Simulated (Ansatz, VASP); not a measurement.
# Cross-check of HfTeSe between VASP and Ansatz

Wanted: the spread between two codes on one cell, functional and k mesh. The cell is taken from a series of runs on this material, whose earlier steps may have relaxed, scaled, displaced or heated it; both programs get it as it stands.

Main program and level: Ansatz 0.2.0; plane waves, with VASP 6.6.1 beside it; PBEsol.

### 1. The structure

The cell holds 3 atoms: 1 Hf, 1 Se and 1 Te. Cell: a = 3.944 Å, b = 3.831 Å, c = 30.000 Å, α = 90.0°, β = 90.0°, γ = 121.0°. Vacuum lies along c.

Structure file:

```cif
data_structure
_symmetry_space_group_name_H-M 'P 1'
_symmetry_Int_Tables_number 1
_cell_length_a 3.9444
_cell_length_b 3.8312
_cell_length_c 30.0000
_cell_angle_alpha 90.000
_cell_angle_beta 90.000
_cell_angle_gamma 120.982
_cell_volume 388.67
loop_
_atom_site_label
_atom_site_type_symbol
_atom_site_fract_x
_atom_site_fract_y
_atom_site_fract_z
_atom_site_occupancy
Hf1 Hf 0.99936 0.99872 0.33651 1
Se2 Se 0.33715 0.67430 0.38460 1
Te3 Te 0.66349 0.32698 0.27555 1
```

### 2. VASP: zone-centre phonons, PBEsol

Second derivatives magnify differences that forces hide, and they need a tight electronic threshold.

Lines of VASP's logs that name or quote its potential files are left out, and so is its time.

INCAR reads:

```
SYSTEM = HfTeSe
PREC = Accurate
ENCUT = 500
EDIFF = 1E-08
NELM = 120
ISMEAR = 1
SIGMA = 0.2
LREAL = .FALSE.
ALGO = Normal
GGA = PS
NBANDS = 17
LASPH = .TRUE.
LORBIT = 11
LWAVE = .FALSE.
LCHARG = .FALSE.
ISIF = 2
IBRION = 8
GGA_COMPAT = .FALSE.
NELMDL = -8
KPAR = 2
```

POSCAR reads:

```
HfTeSe
1.0
    3.9444029906      0.0000000000      0.0000000000
   -1.9722014953      3.2845703776      0.0000000000
    0.0000000000      0.0000000000     30.0000000000
Hf Se Te
1 1 1
Direct
    0.9993604348      0.9987208697      0.3365132913
    0.3371491162      0.6742982325      0.3846038789
    0.6634904489      0.3269808978      0.2755494964
```

KPOINTS reads:

```
Automatic mesh
0
Gamma
12 12 1
0 0 0
```

The projector-augmented-wave data sets are Hf_pv, Se and Te (PBE family, release 64).

Command:

```
$ mpirun -np 2 vasp_std
```

Numbers of over 12 decimals in the logs are rounded to 6 here.

The program printed:

```text
[banner, memory and clock lines left out]
running    2 mpi-ranks, on    1 nodes
 distrk:  each k-point on    1 cores,    2 groups
 distr:  one band on    1 cores,    1 groups

 POSCAR found type information on POSCAR HfSeTe
 POSCAR found :  3 types and       3 ions
|                                                                             |
|               ----> ADVICE to this user running VASP <----                  |
|                                                                             |
|     You enforced a specific xc type in the INCAR file but a different       |
|     [... a line on the potential file left out ...]
|     I HOPE YOU KNOW WHAT YOU ARE DOING!                                     |
|                                                                             |

 LDA part: xc-table for (Slater+PW92), standard interpolation
 POSCAR, INCAR and KPOINTS ok, starting setup
 FFT: planning ... GRIDC
 FFT: planning ... GRID_SOFT
 FFT: planning ... GRID
 WAVECAR not read
 entering main loop
       N       E                     dE             d eps       ncg     rms          rms(c)
DAV:   1     0.100273084673E+03    0.10027E+03   -0.85973E+03  1822   0.865E+02
DAV:   2    -0.100659729783E+02   -0.11034E+03   -0.10771E+03  1898   0.153E+02
DAV:   3    -0.219460183340E+02   -0.11880E+02   -0.11830E+02  2141   0.499E+01
DAV:   4    -0.221776123023E+02   -0.23159E+00   -0.23053E+00  2331   0.830E+00
DAV:   5    -0.221802143435E+02   -0.26020E-02   -0.26013E-02  2243   0.755E-01
DAV:   6    -0.221802659800E+02   -0.51637E-04   -0.51634E-04  2330   0.893E-02
DAV:   7    -0.221802667405E+02   -0.76053E-06   -0.76036E-06  2243   0.101E-02
DAV:   8    -0.221802667571E+02   -0.16602E-07   -0.16859E-07  2348   0.132E-03    0.445E+01
DAV:   9    -0.210947885356E+02    0.10855E+01   -0.33873E+00  1670   0.808E+00    0.319E+01
DAV:  10    -0.210359545841E+02    0.58834E-01   -0.16371E+00  1876   0.681E+00    0.922E+00
DAV:  11    -0.209732556899E+02    0.62699E-01   -0.29240E-01  1900   0.293E+00    0.140E+00
DAV:  12    -0.209707431864E+02    0.25125E-02   -0.36754E-02  1959   0.996E-01    0.438E-01
DAV:  13    -0.209704486678E+02    0.29452E-03   -0.28562E-03  1957   0.295E-01    0.171E-01
DAV:  14    -0.209702735882E+02    0.17508E-03   -0.35661E-04  2104   0.955E-02    0.117E-01
[...]
DAV:  24    -0.209709410948E+02   -0.84045E-05   -0.28049E-07  1762   0.124E-03    0.823E-04
DAV:  25    -0.209709442073E+02   -0.31125E-05   -0.56219E-08  1779   0.548E-04    0.372E-04
DAV:  26    -0.209709454963E+02   -0.12890E-05   -0.13785E-08  1593   0.284E-04    0.193E-04
DAV:  27    -0.209709465187E+02   -0.10224E-05   -0.16206E-08  1482   0.339E-04    0.189E-04
DAV:  28    -0.209709466331E+02   -0.11437E-06   -0.10999E-10  1752   0.101E-04    0.128E-04
DAV:  29    -0.209709466863E+02   -0.53165E-07    0.61015E-10  1444   0.520E-05    0.302E-05
DAV:  30    -0.209709467088E+02   -0.22577E-07    0.73068E-10  1464   0.318E-05    0.148E-05
DAV:  31    -0.209709467173E+02   -0.85015E-08    0.79491E-10  1343   0.217E-05
   1 F= -.20970947E+02 E0= -.20970809E+02  d E =-.412802E-03
 Linear response reoptimize wavefunctions to high precision
DAV:   1    -0.209709467197E+02   -0.23952E-08    0.82444E-10  1567   0.984E-06
DAV:   2    -0.209709467198E+02   -0.90040E-10    0.82439E-10   963   0.332E-06
 Linear response DOF=           9
 Linear response progress:
  Degree of freedom:   1/  9
       N       E                     dE             d eps       ncg     rms          rms(c)
RMM:   1    -0.217983985633E+00   -0.21798E+00    0.44216E+00  2665   0.131E+01
RMM:   2    -0.225188207997E+00   -0.72042E-02   -0.41103E-02  3826   0.129E+00    0.519E-01
RMM:   3    -0.224830138312E+00    0.35807E-03   -0.22113E-03  5491   0.224E-01    0.180E-01
RMM:   4    -0.224501960364E+00    0.32818E-03   -0.21361E-04  5485   0.715E-02    0.137E-01
RMM:   5    -0.224145875519E+00    0.35608E-03   -0.45799E-05  5203   0.423E-02    0.911E-03
RMM:   6    -0.224125906258E+00    0.19969E-04   -0.34622E-06  5755   0.114E-02    0.682E-03
[...]
RMM:  14    -0.269327265033E+00   -0.30436E-07    0.48362E-08  3112   0.178E-04    0.261E-04
RMM:  15    -0.269327178721E+00    0.86312E-07    0.59738E-08  3469   0.968E-05    0.720E-05
RMM:  16    -0.269327129084E+00    0.49638E-07    0.83744E-08  3193   0.732E-05    0.185E-05
RMM:  17    -0.269327124479E+00    0.46048E-08   -0.15301E-08  3076   0.886E-05    0.437E-05
 first order change of Fermi-energy   0.15706E+01
 force on displaced ion       1 direction 3 :   0.000  -0.699 -13.642
 Linear response progress:
  Degree of freedom:   4/  9
       N       E                     dE             d eps       ncg     rms          rms(c)
RMM:   1    -0.808748894127E-01   -0.80875E-01    0.93951E-02  6283   0.142E+00
RMM:   2    -0.814833911977E-01   -0.60850E-03   -0.28059E-03  4468   0.251E-01    0.393E-01
RMM:   3    -0.816788200351E-01   -0.19543E-03   -0.41997E-04  4457   0.988E-02    0.251E-01
RMM:   4    -0.822006308834E-01   -0.52181E-03   -0.28963E-04  4318   0.819E-02    0.306E-02
RMM:   5    -0.820386761270E-01    0.16195E-03   -0.25997E-05  4376   0.246E-02    0.186E-02
RMM:   6    -0.820260844252E-01    0.12592E-04   -0.34101E-06  4925   0.837E-03    0.660E-03
RMM:   7    -0.820426592921E-01   -0.16575E-04   -0.66379E-07  4374   0.385E-03    0.231E-03
[...]
RMM:  14    -0.811921613451E-01   -0.61584E-08   -0.50329E-09  2702   0.128E-05    0.721E-06
 first order change of Fermi-energy  -0.13749E+00
 force on displaced ion       2 direction 2 :   0.000  -4.443  -0.318
 Linear response progress:
  Degree of freedom:   6/  9
       N       E                     dE             d eps       ncg     rms          rms(c)
RMM:   1    -0.114687573349E+00   -0.11469E+00    0.93796E-02  3631   0.138E+00
RMM:   2    -0.114717745806E+00   -0.30172E-04   -0.20692E-03  2604   0.210E-01    0.364E-01
RMM:   3    -0.114591747061E+00    0.12600E-03   -0.45527E-04  2660   0.929E-02    0.231E-01
RMM:   4    -0.114697427923E+00   -0.10568E-03   -0.14254E-04  2662   0.479E-02    0.229E-02
RMM:   5    -0.114660017605E+00    0.37410E-04   -0.10564E-05  2530   0.136E-02    0.133E-02
RMM:   6    -0.114639038749E+00    0.20979E-04   -0.62245E-07  2701   0.472E-03    0.780E-03
RMM:   7    -0.114628761900E+00    0.10277E-04   -0.41691E-07  2747   0.248E-03    0.130E-03
RMM:   8    -0.114633766122E+00   -0.50042E-05    0.11643E-08  2607   0.950E-04    0.116E-03
RMM:   9    -0.114634595494E+00   -0.82937E-06   -0.42597E-08  2644   0.621E-04    0.204E-04
RMM:  10    -0.114633092109E+00    0.15034E-05    0.25280E-09  2542   0.266E-04    0.205E-04
RMM:  11    -0.114632649684E+00    0.44243E-06   -0.13332E-08  2732   0.301E-04    0.184E-04
RMM:  12    -0.114632796974E+00   -0.14729E-06    0.49997E-09  2650   0.634E-05    0.127E-04
RMM:  13    -0.114632895241E+00   -0.98267E-07   -0.15342E-09  2830   0.129E-04    0.491E-05
RMM:  14    -0.114632876530E+00    0.18712E-07    0.26751E-09  2809   0.498E-05    0.415E-05
RMM:  15    -0.114632884391E+00   -0.78615E-08    0.35577E-09  2827   0.480E-05    0.147E-05
 first order change of Fermi-energy  -0.99026E+00
 force on displaced ion       2 direction 3 :   0.000  -0.306  -7.724
 Linear response progress:
  Degree of freedom:   7/  9
       N       E                     dE             d eps       ncg     rms          rms(c)
RMM:   1    -0.425170411367E-01   -0.42517E-01    0.38955E-02  6195   0.917E-01
RMM:   2    -0.435814058651E-01   -0.10644E-02   -0.19036E-03  4706   0.207E-01    0.254E-01
RMM:   3    -0.436827463343E-01   -0.10134E-03   -0.21885E-04  4408   0.744E-02    0.159E-01
RMM:   4    -0.439028573019E-01   -0.22011E-03   -0.86335E-05  4365   0.491E-02    0.107E-02
RMM:   5    -0.438756024778E-01    0.27255E-04   -0.53250E-06  4617   0.123E-02    0.677E-03
RMM:   6    -0.438622928845E-01    0.13310E-04   -0.95369E-07  4575   0.507E-03    0.232E-03
RMM:   7    -0.438629759515E-01   -0.68307E-06   -0.92181E-08  4875   0.148E-03    0.179E-03
RMM:   8    -0.438612902171E-01    0.16857E-05    0.68033E-09  4567   0.553E-04    0.634E-04
RMM:   9    -0.438614678808E-01   -0.17766E-06   -0.77481E-09  4968   0.196E-04    0.275E-04
RMM:  10    -0.438615295653E-01   -0.61685E-07    0.12434E-08  4790   0.749E-05    0.813E-05
RMM:  11    -0.438615048929E-01    0.24672E-07    0.23782E-08  4868   0.242E-05    0.205E-05
RMM:  12    -0.438614853990E-01    0.19494E-07    0.15921E-08  4803   0.103E-05    0.869E-06
RMM:  13    -0.438614772030E-01    0.81961E-08    0.71609E-09  4690   0.691E-06    0.158E-06
 first order change of Fermi-energy  -0.85626E-03
 force on displaced ion       3 direction 1 :  -2.799   0.000  -0.000
 Linear response progress:
  Degree of freedom:   8/  9
       N       E                     dE             d eps       ncg     rms          rms(c)
RMM:   1    -0.417908966314E-01   -0.41791E-01    0.36393E-02  3588   0.913E-01
RMM:   2    -0.428414504467E-01   -0.10506E-02   -0.18074E-03  2729   0.201E-01    0.253E-01
RMM:   3    -0.429364276507E-01   -0.94977E-04   -0.19956E-04  2534   0.714E-02    0.158E-01
RMM:   4    -0.431465001067E-01   -0.21007E-03   -0.81623E-05  2529   0.477E-02    0.108E-02
RMM:   5    -0.431200437185E-01    0.26456E-04   -0.49236E-06  2677   0.121E-02    0.639E-03
RMM:   6    -0.431073684676E-01    0.12675E-04   -0.82262E-07  2657   0.491E-03    0.266E-03
RMM:   7    -0.431076050433E-01   -0.23658E-06   -0.98526E-08  2819   0.133E-03    0.175E-03
RMM:   8    -0.431066951398E-01    0.90990E-06   -0.16787E-08  2702   0.591E-04    0.634E-04
RMM:   9    -0.431065153120E-01    0.17983E-06   -0.42204E-08  2802   0.209E-04    0.181E-04
RMM:  10    -0.431067925240E-01   -0.27721E-06   -0.14657E-08  2699   0.101E-04    0.111E-04
RMM:  11    -0.431067649948E-01    0.27529E-07    0.94050E-09  2723   0.421E-05    0.322E-05
RMM:  12    -0.431067670516E-01   -0.20569E-08    0.16569E-08  2794   0.192E-05    0.141E-05
 first order change of Fermi-energy   0.82916E-01
 force on displaced ion       3 direction 2 :   0.000  -2.869  -0.326
 Linear response progress:
  Degree of freedom:   9/  9
       N       E                     dE             d eps       ncg     rms          rms(c)
RMM:   1    -0.782173446246E-01   -0.78217E-01    0.57976E-02  3551   0.961E-01
RMM:   2    -0.785833955662E-01   -0.36605E-03   -0.23868E-03  2776   0.236E-01    0.467E-01
RMM:   3    -0.784921172231E-01    0.91278E-04   -0.28744E-04  2517   0.849E-02    0.284E-01
RMM:   4    -0.785561651348E-01   -0.64048E-04   -0.97542E-05  2506   0.438E-02    0.489E-02
RMM:   5    -0.785418129369E-01    0.14352E-04   -0.14487E-05  2552   0.184E-02    0.131E-02
RMM:   6    -0.785303089435E-01    0.11504E-04   -0.16112E-06  2599   0.593E-03    0.740E-03
RMM:   7    -0.785237811134E-01    0.65278E-05   -0.38589E-07  2710   0.293E-03    0.292E-03
RMM:   8    -0.785286220665E-01   -0.48410E-05   -0.10119E-07  2627   0.128E-03    0.216E-03
RMM:   9    -0.785296547329E-01   -0.10327E-05   -0.12645E-09  2802   0.452E-04    0.142E-03
RMM:  10    -0.785298920883E-01   -0.23736E-06   -0.25356E-08  2603   0.382E-04    0.427E-04
RMM:  11    -0.785310847264E-01   -0.11926E-05   -0.18454E-08  2573   0.232E-04    0.185E-04
RMM:  12    -0.785315861991E-01   -0.50147E-06   -0.14410E-08  2724   0.164E-04    0.171E-04
RMM:  13    -0.785324883417E-01   -0.90214E-06   -0.50952E-08  2865   0.285E-04    0.776E-05
RMM:  14    -0.785325654342E-01   -0.77092E-07   -0.31831E-08  2827   0.700E-05    0.349E-05
RMM:  15    -0.785326339282E-01   -0.68494E-07   -0.12178E-08  2869   0.672E-05    0.252E-05
RMM:  16    -0.785326210316E-01    0.12897E-07   -0.18186E-08  2830   0.340E-05    0.360E-05
RMM:  17    -0.785326111248E-01    0.99068E-08    0.29571E-09  2865   0.320E-05    0.128E-05
 first order change of Fermi-energy  -0.58126E+00
 force on displaced ion       3 direction 3 :  -0.000  -0.338  -8.465
 Linear response finished
```

OUTCAR, selected parts (step 2):

```text
ion  position               nearest neighbor table
   1  0.999  0.999  0.337-   2 2.65   2 2.67   2 2.67   3 2.87   3 2.90   3 2.90
   2  0.337  0.674  0.385-   1 2.65   1 2.67   1 2.67
   3  0.663  0.327  0.276-   1 2.87   1 2.90   1 2.90

  LATTYP: Found a base centered orthorhombic cell.
 ALAT       =     3.9444029906
 B/A-ratio  =     1.6654334689
 C/A-ratio  =     7.6057137345

 Subroutine GETGRP returns: Found  2 space group operations
 (whereof  2 operations were pure point group operations)

The static configuration has the point symmetry C_1h.

 Found     43 irreducible k-points:

   k-points           NKPTS =     43   k-points in BZ     NKDIM =     43   number of bands    NBANDS=     17

   dimension x,y,z NGX =    30 NGY =   28 NGZ =  224
   dimension x,y,z NGXF=    60 NGYF=   56 NGZF=  448

   ENCUT  =  500.0 eV  36.75 Ry    6.06 a.u.   7.19  6.99 54.70*2*pi/ulx,y,z

   NELECT =      22.0000    total number of electrons

 k-points in reciprocal lattice and weights: Automatic mesh
   0.00000000  0.00000000  0.00000000       0.007
   0.08333333  0.00000000  0.00000000       0.028
   0.16666667  0.00000000  0.00000000       0.028
   0.25000000  0.00000000  0.00000000       0.028
   0.33333333  0.00000000  0.00000000       0.028
   0.41666667  0.00000000  0.00000000       0.028
   0.50000000  0.00000000  0.00000000       0.014
   0.00000000  0.08333333  0.00000000       0.014
   0.08333333  0.08333333  0.00000000       0.028
[...]
0.16666667  0.41666667  0.00000000       0.014
   0.00000000  0.50000000  0.00000000       0.007

 average (electrostatic) potential at core
       1 -46.0114       2 -60.9741       3 -96.5189

  Total       -1.7081662     -0.3394007     -0.0751088      0.0000000     -0.0019410      0.0000000
  in kB       -7.0414094     -1.3990787     -0.3096138      0.0000000     -0.0080012      0.0000000
  external PRESSURE =      -2.9167006 kB  Pullay stress =       0.0000000 kB

  energy-cutoff  :      500.00
  volume of cell :      388.67
      direct lattice vectors                 reciprocal lattice vectors
     3.944402991  0.000000000  0.000000000     0.253523791  0.152226910  0.000000000
    -1.972201495  3.284570378  0.000000000     0.000000000  0.304453820  0.000000000
     0.000000000  0.000000000 30.000000000     0.000000000  0.000000000  0.033333333

 POSITION                                       TOTAL-FORCE (eV/Angst)
 -----------------------------------------------------------------------------------
      1.97220      3.28037     10.09540        -0.000000     -0.000068      0.015482
     -0.00000      2.21478     11.53812         0.000000     -0.000464     -0.029443
      1.97220      1.07399      8.26648         0.000000      0.000532      0.013961
 -----------------------------------------------------------------------------------
    total drift:                                0.000001     -0.000197      0.000097

 Eigenvectors and eigenvalues of the dynamical matrix
 ----------------------------------------------------

   1 f  =    6.044366 THz    37.977875 2PiTHz  201.618364 cm-1    24.997480 meV
             X         Y         Z           dx          dy          dz
      1.972201  3.280369 10.095399    -0.000000   -0.051680   -0.687840
     -0.000000  2.214780 11.538116    -0.000000    0.060311    0.657770
      1.972201  1.073992  8.266485     0.000000    0.013898    0.296165

   2 f  =    4.739751 THz    29.780732 2PiTHz  158.101066 cm-1    19.602025 meV
             X         Y         Z           dx          dy          dz
      1.972201  3.280369 10.095399     0.000000    0.002066    0.246737
     -0.000000  2.214780 11.538116    -0.000000    0.062971    0.595699
      1.972201  1.073992  8.266485     0.000000   -0.051687   -0.760015

   3 f  =    4.145394 THz    26.046278 2PiTHz  138.275459 cm-1    17.143964 meV
             X         Y         Z           dx          dy          dz
      1.972201  3.280369 10.095399    -0.000000   -0.349089    0.029512
     -0.000000  2.214780 11.538116     0.000000    0.887349   -0.086940
      1.972201  1.073992  8.266485    -0.000000   -0.284963    0.033389

   4 f  =    4.123502 THz    25.908726 2PiTHz  137.545214 cm-1    17.053425 meV
             X         Y         Z           dx          dy          dz
      1.972201  3.280369 10.095399    -0.355153    0.000000   -0.000000
     -0.000000  2.214780 11.538116     0.891510   -0.000000    0.000000
      1.972201  1.073992  8.266485    -0.281205   -0.000000   -0.000000

   5 f  =    2.625171 THz    16.494439 2PiTHz   87.566295 cm-1    10.856832 meV
             X         Y         Z           dx          dy          dz
      1.972201  3.280369 10.095399     0.000000    0.641299   -0.040277
     -0.000000  2.214780 11.538116     0.000000    0.006701    0.003876
      1.972201  1.073992  8.266485    -0.000000   -0.764913    0.044282

   6 f  =    2.609027 THz    16.392999 2PiTHz   87.027769 cm-1    10.790063 meV
             X         Y         Z           dx          dy          dz
      1.972201  3.280369 10.095399    -0.640236    0.000000   -0.000000
     -0.000000  2.214780 11.538116    -0.012782    0.000000    0.000000
      1.972201  1.073992  8.266485     0.768072   -0.000000    0.000000

   7 f/i=    0.000856 THz     0.005377 2PiTHz    0.028544 cm-1     0.003539 meV
             X         Y         Z           dx          dy          dz
      1.972201  3.280369 10.095399     0.000000   -0.291225    0.615435
     -0.000000  2.214780 11.538116     0.000000   -0.193542    0.409277
      1.972201  1.073992  8.266485     0.000000   -0.246057    0.520497

   8 f/i=    0.001205 THz     0.007569 2PiTHz    0.040182 cm-1     0.004982 meV
             X         Y         Z           dx          dy          dz
      1.972201  3.280369 10.095399     0.681150    0.000000   -0.000000
     -0.000000  2.214780 11.538116     0.452820    0.000000   -0.000000
      1.972201  1.073992  8.266485     0.575316    0.000000   -0.000000

   9 f/i=    0.002317 THz     0.014559 2PiTHz    0.077293 cm-1     0.009583 meV
             X         Y         Z           dx          dy          dz
      1.972201  3.280369 10.095399     0.000000   -0.615942   -0.291106
     -0.000000  2.214780 11.538116     0.000000   -0.409274   -0.193392
      1.972201  1.073992  8.266485     0.000000   -0.519899   -0.246315

 ELASTIC MODULI CONTR FROM IONIC RELAXATION (kBar)
 Direction    XX          YY          ZZ          XY          YZ          ZX
 --------------------------------------------------------------------------------
 XX         -83.6269    -51.9767   -118.2478     -0.0000     38.6317      0.0000
 YY         -51.9767    -92.2438   -122.1755     -0.0000    -52.1618      0.0000
 ZZ        -118.2478   -122.1755   -211.3284     -0.0000     -6.6511      0.0000
 XY          -0.0000     -0.0000     -0.0000    -15.3978     -0.0000     40.3905
 YZ          38.6317    -52.1618     -6.6511     -0.0000   -123.7753      0.0000
 ZX           0.0000      0.0000      0.0000     40.3905      0.0000   -106.2757
 --------------------------------------------------------------------------------
```

Harder data sets than Hf_pv exist (the GW ones), and pressures, volumes and forces can shift noticeably with them. The PAW data sets were made with PBE, which is usual practice but a small mismatch for other functionals.

(Part 1 of 2 ends here.)

[Lines on the potential files, build, host, timing and source positions are cut from VASP's logs without a mark.]

[Logs are printed without paths, hosts, clocks, repeated set-up lines and the standing remarks that a program may print on its own settings, such as how far it seeks lower states.]

[Hosts, paths, dates, database ids (printed as entryN), source tags and the programs' standing remarks are cut or masked in the printed files.]
